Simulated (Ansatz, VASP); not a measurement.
## Two plane-wave programs on Hg3SbAs

```xyz
5
Lattice="6.2763 0.0000 0.0000 0.0000 6.2763 0.0000 0.0000 0.0000 6.2763" Properties=species:S:1:pos:R:3 pbc="T T T"
As    0.0000    0.0000    0.0000
Sb    3.1381    3.1381    3.1381
Hg    3.1381    3.1381    0.0000
Hg    3.1381    0.0000    3.1381
Hg    0.0000    3.1381    3.1381
```

The cell comes from a database or a generator and needn't be the stable form of this composition.

Alike in both runs: task single point; functional PBE; k mesh 4 × 4 × 4; occupations gaussian, width 0.05 eV; no spin polarisation.

|  | VASP | Ansatz |
| --- | --- | --- |
| version | VASP 6.6.1 | Ansatz 0.2.0 |
| potentials or method | VASP PAW PBE potentials, release 64 (As, Sb, Hg) | scalar-relativistic, plane waves, PAW |
| plane-wave cutoff (eV) | 520 | 420 |
| valence electrons in the cell | 46 | 90 |

|  | VASP | Ansatz | Ansatz less VASP |
| --- | --- | --- | --- |
| gap on the k mesh at the Fermi level (eV) | none | none | - |
| pressure (GPa) | -3.1 | -3.1 | 0.00 |

A gap of «none» marks a metal or a gap that the smearing closes. The two sets of potentials don't hold the same shells in valence.

Spin-orbit coupling is left out, which matters for the levels of Hg, Sb.
